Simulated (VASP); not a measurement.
All values below come from PBE GGA, VASP's PBE PAW potentials (set 64) (plane waves; VASP).

A VASP calculation is set up with these files.

KPOINTS:
```
Automatic
0
gamma
1 1 1
0 0 0
```

**INCAR**
```
LCHARG=.False.
ALGO=Fast
LWAVE=.True.
LMAXMIX=4
SYSTEM=Sn36O36
ISIF=2   ! forces and stress, cell fixed
LASPH=.True.
NELM=100   ! most electronic steps
PREC=Normal
NELMIN=4
GGA=PE   ! PBE
ISMEAR=0
LREAL=Auto   ! projection in real space or not
SYMPREC=1E-4
EDIFF=1E-5
EDIFFG=-0.03   ! ionic stop
IBRION=2   ! conjugate gradients
NSW=20
ENCUT=400   ! plane-wave cut-off (eV)
SIGMA=0.05   ! width (eV)
```

### POSCAR
```
Sn36O36
1
   11.5659348200     0.0000000000     0.0000000000
    0.0000000000    11.5659348200     0.0000000000
    0.0000000000     0.0000000000     9.9706215902
Sn O
36 36
Direct
  0.0000000000   0.1666670000   0.1176850000
  0.1666670000   0.0000000000   0.3823150000
  0.0000000000   0.1666670000   0.6176850000
  0.1666670000   0.0000000000   0.8823150000
  0.0000000000   0.5000000000   0.1176850000
  0.1666670000   0.3333330000   0.3823150000
  0.0000000000   0.5000000000   0.6176850000
  0.1666670000   0.3333330000   0.8823150000
  0.0000000000   0.8333330000   0.1176850000
  0.1666670000   0.6666670000   0.3823150000
  0.0000000000   0.8333330000   0.6176850000
  0.1666670000   0.6666670000   0.8823150000
  0.3333330000   0.1666670000   0.1176850000
  0.5000000000   0.0000000000   0.3823150000
  0.3333330000   0.1666670000   0.6176850000
  0.5000000000   0.0000000000   0.8823150000
  0.3333330000   0.5000000000   0.1176850000
  0.5000000000   0.3333330000   0.3823150000
  0.3333330000   0.5000000000   0.6176850000
  0.5000000000   0.3333330000   0.8823150000
  0.3333330000   0.8333330000   0.1176850000
  0.5000000000   0.6666670000   0.3823150000
  0.3333330000   0.8333330000   0.6176850000
  0.5000000000   0.6666670000   0.8823150000
  0.6666670000   0.1666670000   0.1176850000
  0.8333330000   0.0000000000   0.3823150000
  0.6666670000   0.1666670000   0.6176850000
  0.8333330000   0.0000000000   0.8823150000
  0.6666670000   0.5000000000   0.1176850000
  0.8333330000   0.3333330000   0.3823150000
  0.6666670000   0.5000000000   0.6176850000
  0.8333330000   0.3333330000   0.8823150000
  0.6666670000   0.8333330000   0.1176850000
  0.8333330000   0.6666670000   0.3823150000
  0.6666670000   0.8333330000   0.6176850000
  0.8333330000   0.6666670000   0.8823150000
  0.1666670000   0.1666670000   0.0000000000
  0.0000000000   0.0000000000   0.0000000000
  0.1666670000   0.1666670000   0.5000000000
  0.0000000000   0.0000000000   0.5000000000
  0.1666670000   0.5000000000   0.0000000000
  0.0000000000   0.3333330000   0.0000000000
  0.1666670000   0.5000000000   0.5000000000
  0.0000000000   0.3333330000   0.5000000000
  0.1666670000   0.8333330000   0.0000000000
  0.0000000000   0.6666670000   0.0000000000
  0.1666670000   0.8333330000   0.5000000000
  0.0000000000   0.6666670000   0.5000000000
  0.5000000000   0.1666670000   0.0000000000
  0.3333330000   0.0000000000   0.0000000000
  0.5000000000   0.1666670000   0.5000000000
  0.3333330000   0.0000000000   0.5000000000
  0.5000000000   0.5000000000   0.0000000000
  0.3333330000   0.3333330000   0.0000000000
  0.5000000000   0.5000000000   0.5000000000
  0.3333330000   0.3333330000   0.5000000000
  0.5000000000   0.8333330000   0.0000000000
  0.3333330000   0.6666670000   0.0000000000
  0.5000000000   0.8333330000   0.5000000000
  0.3333330000   0.6666670000   0.5000000000
  0.8333330000   0.1666670000   0.0000000000
  0.6666670000   0.0000000000   0.0000000000
  0.8333330000   0.1666670000   0.5000000000
  0.6666670000   0.0000000000   0.5000000000
  0.8333330000   0.5000000000   0.0000000000
  0.6666670000   0.3333330000   0.0000000000
  0.8333330000   0.5000000000   0.5000000000
  0.6666670000   0.3333330000   0.5000000000
  0.8333330000   0.8333330000   0.0000000000
  0.6666670000   0.6666670000   0.0000000000
  0.8333330000   0.8333330000   0.5000000000
  0.6666670000   0.6666670000   0.5000000000
```

POTCAR, in this order: Sn O (PBE.64 set). Program: vasp_gam.

The run wrote:

### OUTCAR
```
 ion  position               nearest neighbor table
   1  0.000  0.167  0.118-  42 2.26  38 2.26  37 2.26  61 2.26   8 3.60  32 3.60  28 3.60   4 3.60
  LATTYP: Found a simple tetragonal cell.
 ALAT       =    11.5659348200
 C/A-ratio  =     0.8620679388
 Subroutine PRICEL returns following result:
  LATTYP: Found a simple tetragonal cell.
 ALAT       =     3.8553193173
 C/A-ratio  =     1.2930993220
 Subroutine GETGRP returns: Found 16 space group operations
The static configuration has the point symmetry D_2d.
 The point group associated with its full space group is D_4h.
The dynamic configuration has the point symmetry D_2d.
 Subroutine INISYM returns: Found 16 space group operations
 Subroutine IBZKPT returns following result:
 Found      1 irreducible k-points:

 Following reciprocal coordinates:
            Coordinates               Weight
  0.000000  0.000000  0.000000      1.000000
   k-points           NKPTS =      1   k-points in BZ     NKDIM =      1   number of bands    NBANDS=    218
   number of dos      NEDOS =    301   number of ions     NIONS =     72
   total plane-waves  NPLWV = 180000
   dimension x,y,z NGX =    60 NGY =   60 NGZ =   50
   dimension x,y,z NGXF=   120 NGYF=  120 NGZF=  100
   ions per type =              36  36
   PREC   = normal    normal or accurate (medium, high low for compatibility)
   ISTART =      0    job   : 0-new  1-cont  2-samecut
   ICHARG =      2    charge: 1-file 2-atom 10-const
   ISPIN  =      1    spin polarized calculation?
   LNONCOLLINEAR =      F non collinear calculations
   LSORBIT =      F    spin-orbit coupling
   INIWAV =      1    electr: 0-lowe 1-rand  2-diag
   ENCUT  =  400.0 eV  29.40 Ry    5.42 a.u.  18.86 18.86 16.26*2*pi/ulx,y,z
   NELM   =    100;   NELMIN=  4; NELMDL= -5     # of ELM steps
   EDIFF  = 0.1E-04   stopping-criterion for ELM
   LREAL  =      T    real-space projection
   NLSPLINE    = F    spline interpolate recip. space projectors
   LMAXMIX     =    4 max onsite mixed and CHGCAR
   VOSKOWN=      0    Vosko Wilk Nusair interpolation
...
```

### OSZICAR
```
       N       E                     dE             d eps       ncg     rms          rms(c)
DAV:   1     0.332806044290E+04    0.33281E+04   -0.15299E+05   436   0.123E+03
DAV:   2     0.746599601310E+02   -0.32534E+04   -0.31031E+04   656   0.292E+02
DAV:   3    -0.451987558938E+03   -0.52665E+03   -0.51765E+03   520   0.129E+02
DAV:   4    -0.479461156859E+03   -0.27474E+02   -0.27279E+02   592   0.283E+01
DAV:   5    -0.480003134935E+03   -0.54198E+00   -0.53953E+00   528   0.391E+00    0.493E+01
RMM:   6    -0.410127644936E+03    0.69875E+02   -0.39977E+02   451   0.328E+01    0.191E+01
RMM:   7    -0.412773861328E+03   -0.26462E+01   -0.53455E+01   468   0.870E+00    0.117E+01
RMM:   8    -0.411851308996E+03    0.92255E+00   -0.75307E+00   441   0.580E+00    0.306E+00
RMM:   9    -0.411764893551E+03    0.86415E-01   -0.17933E+00   473   0.207E+00    0.121E+00
RMM:  10    -0.411806322775E+03   -0.41429E-01   -0.72692E-01   476   0.135E+00    0.107E+00
RMM:  11    -0.411783691976E+03    0.22631E-01   -0.18870E-01   436   0.804E-01    0.204E-01
RMM:  12    -0.411783818400E+03   -0.12642E-03   -0.20637E-02   467   0.252E-01    0.101E-01
RMM:  13    -0.411784059422E+03   -0.24102E-03   -0.57197E-03   486   0.110E-01    0.648E-02
RMM:  14    -0.411784059722E+03   -0.30024E-06   -0.15522E-03   474   0.560E-02    0.197E-02
RMM:  15    -0.411784076044E+03   -0.16322E-04   -0.26681E-04   441   0.207E-02    0.175E-02
RMM:  16    -0.411784069706E+03    0.63382E-05   -0.58541E-05   342   0.983E-03
   1 F= -.41178407E+03 E0= -.41178407E+03  d E =-.411784E+03
       N       E                     dE             d eps       ncg     rms          rms(c)
DAV:   1    -0.411841193330E+03   -0.57117E-01   -0.63523E-01   504   0.127E+00    0.351E-01
RMM:   2    -0.411838552243E+03    0.26411E-02   -0.45095E-02   456   0.286E-01    0.257E-01
RMM:   3    -0.411837534647E+03    0.10176E-02   -0.15586E-02   462   0.163E-01    0.129E-01
RMM:   4    -0.411837580038E+03   -0.45391E-04   -0.38771E-03   474   0.105E-01    0.586E-02
RMM:   5    -0.411837652642E+03   -0.72605E-04   -0.83802E-04   483   0.404E-02    0.236E-02
RMM:   6    -0.411837630507E+03    0.22136E-04   -0.66656E-05   349   0.130E-02    0.165E-02
RMM:   7    -0.411837619777E+03    0.10730E-04   -0.46978E-05   331   0.980E-03    0.242E-03
RMM:   8    -0.411837620885E+03   -0.11075E-05   -0.66724E-06   254   0.432E-03
   2 F= -.41183762E+03 E0= -.41183762E+03  d E =-.535512E-01
       N       E                     dE             d eps       ncg     rms          rms(c)
DAV:   1    -0.411838765558E+03   -0.11458E-02   -0.15453E-02   512   0.199E-01    0.553E-02
RMM:   2    -0.411838715724E+03    0.49833E-04   -0.10825E-03   437   0.444E-02    0.406E-02
RMM:   3    -0.411838698542E+03    0.17183E-04   -0.37613E-04   456   0.256E-02    0.198E-02
RMM:   4    -0.411838705278E+03   -0.67367E-05   -0.94398E-05   428   0.164E-02
   3 F= -.41183871E+03 E0= -.41183871E+03  d E =-.546356E-01
```

### OUTCAR
```
------------------------ aborting loop because EDIFF is reached ----------------------------------------
  FORCE on cell =-STRESS in cart. coord.  units (eV):
  Direction    XX          YY          ZZ          XY          YZ          ZX
  --------------------------------------------------------------------------------------
  Total      -19.1637641    -19.1637641    -25.3751040      0.0000000      0.0000000     -0.0000000
  in kB      -23.0201253    -23.0201253    -30.4813852      0.0000000      0.0000000     -0.0000000
  external PRESSURE =     -25.5072119 kB  Pullay stress =       0.0000000 kB
  volume of cell :     1333.78
      direct lattice vectors                 reciprocal lattice vectors
    11.565934820  0.000000000  0.000000000     0.086460802  0.000000000  0.000000000
     0.000000000 11.565934820  0.000000000     0.000000000  0.086460802  0.000000000
     0.000000000  0.000000000  9.970621590     0.000000000  0.000000000  0.100294650
 POSITION                                       TOTAL-FORCE (eV/Angst)
 -----------------------------------------------------------------------------------
      0.00000      1.92766      1.16046        -0.000000      0.000000      0.000032
      1.92766      0.00000      3.82486        -0.000000      0.000000     -0.000032
      0.00000      1.92766      6.14577        -0.000000      0.000000      0.000032
      1.92766      0.00000      8.81017        -0.000000      0.000000     -0.000032
      0.00000      5.78297      1.16046        -0.000000     -0.000000      0.000032
      1.92766      3.85531      3.82486        -0.000000      0.000000     -0.000032
      0.00000      5.78297      6.14577        -0.000000     -0.000000      0.000032
      1.92766      3.85531      8.81017        -0.000000     -0.000000     -0.000032
      0.00000      9.63828      1.16046        -0.000000      0.000000      0.000032
      1.92766      7.71063      3.82486        -0.000000      0.000000     -0.000032
      0.00000      9.63828      6.14577        -0.000000      0.000000      0.000032
      1.92766      7.71063      8.81017        -0.000000      0.000000     -0.000032
      3.85531      1.92766      1.16046         0.000000      0.000000      0.000032
      5.78297      0.00000      3.82486        -0.000000      0.000000     -0.000032
      3.85531      1.92766      6.14577        -0.000000      0.000000      0.000032
      5.78297      0.00000      8.81017        -0.000000      0.000000     -0.000032
      3.85531      5.78297      1.16046         0.000000     -0.000000      0.000032
      5.78297      3.85531      3.82486        -0.000000      0.000000     -0.000032
      3.85531      5.78297      6.14577        -0.000000     -0.000000      0.000032
      5.78297      3.85531      8.81017        -0.000000      0.000000     -0.000032
      3.85531      9.63828      1.16046         0.000000      0.000000      0.000032
      5.78297      7.71063      3.82486        -0.000000     -0.000000     -0.000032
      3.85531      9.63828      6.14577        -0.000000      0.000000      0.000032
      5.78297      7.71063      8.81017        -0.000000     -0.000000     -0.000032
      7.71063      1.92766      1.16046         0.000000      0.000000      0.000032
      9.63828      0.00000      3.82486        -0.000000      0.000000     -0.000032
      7.71063      1.92766      6.14577        -0.000000      0.000000      0.000032
      9.63828      0.00000      8.81017        -0.000000      0.000000     -0.000032
      7.71063      5.78297      1.16046        -0.000000     -0.000000      0.000032
      9.63828      3.85531      3.82486        -0.000000      0.000000     -0.000032
      7.71063      5.78297      6.14577         0.000000     -0.000000      0.000032
      9.63828      3.85531      8.81017        -0.000000     -0.000000     -0.000032
      7.71063      9.63828      1.16046        -0.000000     -0.000000      0.000032
      9.63828      7.71063      3.82486        -0.000000      0.000000     -0.000032
      7.71063      9.63828      6.14577        -0.000000     -0.000000      0.000032
      9.63828      7.71063      8.81017        -0.000000     -0.000000     -0.000032
      1.92766      1.92766      0.00000         0.000000      0.000000      0.000000
      0.00000      0.00000      0.00000        -0.000000     -0.000000     -0.000000
      1.92766      1.92766      4.98531        -0.000000      0.000000     -0.000000
      0.00000      0.00000      4.98531         0.000000     -0.000000      0.000000
      1.92766      5.78297      0.00000         0.000000     -0.000000     -0.000000
      0.00000      3.85531      0.00000         0.000000     -0.000000      0.000000
      1.92766      5.78297      4.98531        -0.000000     -0.000000      0.000000
      0.00000      3.85531      4.98531         0.000000     -0.000000      0.000000
      1.92766      9.63828      0.00000         0.000000      0.000000      0.000000
      0.00000      7.71063      0.00000         0.000000      0.000000     -0.000000
      1.92766      9.63828      4.98531         0.000000     -0.000000     -0.000000
      0.00000      7.71063      4.98531        -0.000000     -0.000000     -0.000000
      5.78297      1.92766      0.00000        -0.000000      0.000000     -0.000000
      3.85531      0.00000      0.00000         0.000000     -0.000000     -0.000000
      5.78297      1.92766      4.98531         0.000000     -0.000000     -0.000000
      3.85531      0.00000      4.98531        -0.000000     -0.000000      0.000000
      5.78297      5.78297      0.00000        -0.000000      0.000000     -0.000000
      3.85531      3.85531      0.00000        -0.000000     -0.000000      0.000000
      5.78297      5.78297      4.98531         0.000000      0.000000     -0.000000
      3.85531      3.85531      4.98531        -0.000000     -0.000000      0.000000
      5.78297      9.63828      0.00000         0.000000      0.000000      0.000000
      3.85531      7.71063      0.00000        -0.000000     -0.000000     -0.000000
      5.78297      9.63828      4.98531         0.000000     -0.000000     -0.000000
      3.85531      7.71063      4.98531         0.000000     -0.000000     -0.000000
      9.63828      1.92766      0.00000        -0.000000     -0.000000     -0.000000
      7.71063      0.00000      0.00000        -0.000000      0.000000     -0.000000
      9.63828      1.92766      4.98531         0.000000      0.000000     -0.000000
      7.71063      0.00000      4.98531        -0.000000     -0.000000      0.000000
      9.63828      5.78297      0.00000        -0.000000     -0.000000     -0.000000
      7.71063      3.85531      0.00000        -0.000000      0.000000      0.000000
      9.63828      5.78297      4.98531         0.000000     -0.000000     -0.000000
      7.71063      3.85531      4.98531         0.000000      0.000000      0.000000
      9.63828      9.63828      0.00000         0.000000      0.000000      0.000000
      7.71063      7.71063      0.00000         0.000000      0.000000     -0.000000
      9.63828      9.63828      4.98531         0.000000      0.000000      0.000000
      7.71063      7.71063      4.98531        -0.000000     -0.000000     -0.000000
 -----------------------------------------------------------------------------------
    total drift:                                0.000000     -0.063153     -0.021836
  FREE ENERGIE OF THE ION-ELECTRON SYSTEM (eV)
  ---------------------------------------------------
  free  energy   TOTEN  =      -411.8387052782 eV

  energy  without entropy=     -411.8387052782  energy(sigma->0) =     -411.83870528

 reached required accuracy - stopping structural energy minimisation
```
(Selected blocks of OUTCAR.)

**CONTCAR**
```
Sn36O36
   1.00000000000000
    11.5659348200000007    0.0000000000000000    0.0000000000000000
     0.0000000000000000   11.5659348200000007    0.0000000000000000
     0.0000000000000000    0.0000000000000000    9.9706215902000004
  Sn              O
    36    36
Direct
     0.0000000000000000    0.1666669999999968    0.1163874731181130
     0.1666669999999968    0.0000000000000000    0.3836125268818870
     0.0000000000000000    0.1666669999999968    0.6163874731181130
     0.1666669999999968    0.0000000000000000    0.8836125268818870
     0.0000000000000000    0.5000000000000000    0.1163874731181130
     0.1666669999999968    0.3333330000000032    0.3836125268818870
     0.0000000000000000    0.5000000000000000    0.6163874731181130
     0.1666669999999968    0.3333330000000032    0.8836125268818870
     0.0000000000000000    0.8333330000000032    0.1163874731181130
     0.1666669999999968    0.6666669999999968    0.3836125268818870
     0.0000000000000000    0.8333330000000032    0.6163874731181130
     0.1666669999999968    0.6666669999999968    0.8836125268818870
     0.3333330000000032    0.1666669999999968    0.1163874731181130
     0.5000000000000000    0.0000000000000000    0.3836125268818870
     0.3333330000000032    0.1666669999999968    0.6163874731181130
     0.5000000000000000    0.0000000000000000    0.8836125268818870
     0.3333330000000032    0.5000000000000000    0.1163874731181130
     0.5000000000000000    0.3333330000000032    0.3836125268818870
     0.3333330000000032    0.5000000000000000    0.6163874731181130
     0.5000000000000000    0.3333330000000032    0.8836125268818870
     0.3333330000000032    0.8333330000000032    0.1163874731181130
     0.5000000000000000    0.6666669999999968    0.3836125268818870
     0.3333330000000032    0.8333330000000032    0.6163874731181130
     0.5000000000000000    0.6666669999999968    0.8836125268818870
     0.6666669999999968    0.1666669999999968    0.1163874731181130
     0.8333330000000032    0.0000000000000000    0.3836125268818870
     0.6666669999999968    0.1666669999999968    0.6163874731181130
     0.8333330000000032    0.0000000000000000    0.8836125268818870
     0.6666669999999968    0.5000000000000000    0.1163874731181130
     0.8333330000000032    0.3333330000000032    0.3836125268818870
     0.6666669999999968    0.5000000000000000    0.6163874731181130
     0.8333330000000032    0.3333330000000032    0.8836125268818870
     0.6666669999999968    0.8333330000000032    0.1163874731181130
     0.8333330000000032    0.6666669999999968    0.3836125268818870
     0.6666669999999968    0.8333330000000032    0.6163874731181130
     0.8333330000000032    0.6666669999999968    0.8836125268818870
     0.1666669999999968    0.1666669999999968    0.0000000000000000
     0.0000000000000000    0.0000000000000000    0.0000000000000000
     0.1666669999999968    0.1666669999999968    0.5000000000000000
     0.0000000000000000    0.0000000000000000    0.5000000000000000
     0.1666669999999968    0.5000000000000000    0.0000000000000000
     0.0000000000000000    0.3333330000000032    0.0000000000000000
     0.1666669999999968    0.5000000000000000    0.5000000000000000
     0.0000000000000000    0.3333330000000032    0.5000000000000000
     0.1666669999999968    0.8333330000000032    0.0000000000000000
     0.0000000000000000    0.6666669999999968    0.0000000000000000
     0.1666669999999968    0.8333330000000032    0.5000000000000000
     0.0000000000000000    0.6666669999999968    0.5000000000000000
     0.5000000000000000    0.1666669999999968    0.0000000000000000
     0.3333330000000032    0.0000000000000000    0.0000000000000000
     0.5000000000000000    0.1666669999999968    0.5000000000000000
     0.3333330000000032    0.0000000000000000    0.5000000000000000
     0.5000000000000000    0.5000000000000000    0.0000000000000000
     0.3333330000000032    0.3333330000000032    0.0000000000000000
     0.5000000000000000    0.5000000000000000    0.5000000000000000
     0.3333330000000032    0.3333330000000032    0.5000000000000000
     0.5000000000000000    0.8333330000000032    0.0000000000000000
     0.3333330000000032    0.6666669999999968    0.0000000000000000
     0.5000000000000000    0.8333330000000032    0.5000000000000000
     0.3333330000000032    0.6666669999999968    0.5000000000000000
     0.8333330000000032    0.1666669999999968    0.0000000000000000
     0.6666669999999968    0.0000000000000000    0.0000000000000000
     0.8333330000000032    0.1666669999999968    0.5000000000000000
     0.6666669999999968    0.0000000000000000    0.5000000000000000
     0.8333330000000032    0.5000000000000000    0.0000000000000000
     0.6666669999999968    0.3333330000000032    0.0000000000000000
     0.8333330000000032    0.5000000000000000    0.5000000000000000
     0.6666669999999968    0.3333330000000032    0.5000000000000000
     0.8333330000000032    0.8333330000000032    0.0000000000000000
     0.6666669999999968    0.6666669999999968    0.0000000000000000
     0.8333330000000032    0.8333330000000032    0.5000000000000000
     0.6666669999999968    0.6666669999999968    0.5000000000000000
```

At this cut-off the stress carries a Pulay error, which pulls relaxed volumes low. The supercell is sampled at Γ alone, which is coarse: total energies, pressure and levels can be off, energies of defects by several tenths of an eV.

The cell is a supercell, built from a database entry that may be metastable or hypothetical.
